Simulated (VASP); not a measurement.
```
CELL_PARAMETERS angstrom
      2.05569     1.18685     6.71759
     -2.05569     1.18685     6.71759
      0.00000    -2.37371     6.71759
ATOMIC_POSITIONS crystal
  Sn 0.50000 0.50000 0.50000
  Pb 0.00000 0.00000 0.00000
  S  0.24719 0.24719 0.24719
  S  0.75281 0.75281 0.75281
```

Method: PBEsol GGA, VASP's PBE PAW potentials (set 64) (plane waves; VASP 6.6.1). Numerical set-up: 400 eV cut-off, 7×7×7 Γ-centred mesh, tetrahedra with Blöchl corrections, potentials Sn_d Pb_d S.

The cores are frozen, which limits the accuracy of field gradients.

Give the principal components of the electric field gradient (V/Å²) and the asymmetry η at each nucleus.

```tsv
atom	Vxx	Vyy	Vzz	η
Sn1	0.2	0.2	-0.3	-
Pb2	5.4	5.4	-10.8	0.00
S3	-0.1	-0.1	0.2	-
S4	-0.1	-0.1	0.2	-
```

The structure comes from a computed database's SnPbS2 entry (R-3m); how it stands against other phases isn't given here. It was relaxed first, which changed the volume by -6 %.
